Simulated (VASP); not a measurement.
ZnCdO₂ (space group P3m1): computed properties

Computed with PBEsol GGA, VASP's PBE PAW potentials (set 64) (plane waves; VASP).

```yaml
space_group: P3m1 (156)
cell: a = 3.385 Å, b = 3.385 Å, c = 5.618 Å, α = 90.00°, β = 90.00°, γ = 120.00°
volume_per_atom: 13.93 Å^3/atom
band gap (over mesh and band path): none (metal, semimetal or under 0.01 eV)
density: 6.25 g/cm³
```

```
CELL_PARAMETERS angstrom
      3.38476     0.00000     0.00000
     -1.69238     2.93129     0.00000
      0.00000     0.00000     5.61789
ATOMIC_POSITIONS crystal
  Zn 0.00000 0.00000 0.99752
  Cd 0.66667 0.33333 0.48885
  O  0.66667 0.33333 0.09754
  O  0.00000 0.00000 0.65209
```

The structure comes from a computed database's ZnCdO2 entry (P3m1); how it stands against other phases isn't given here. It was relaxed first, which changed the volume by -5 %. Symmetry was kept, so distortions that lower it aren't found.
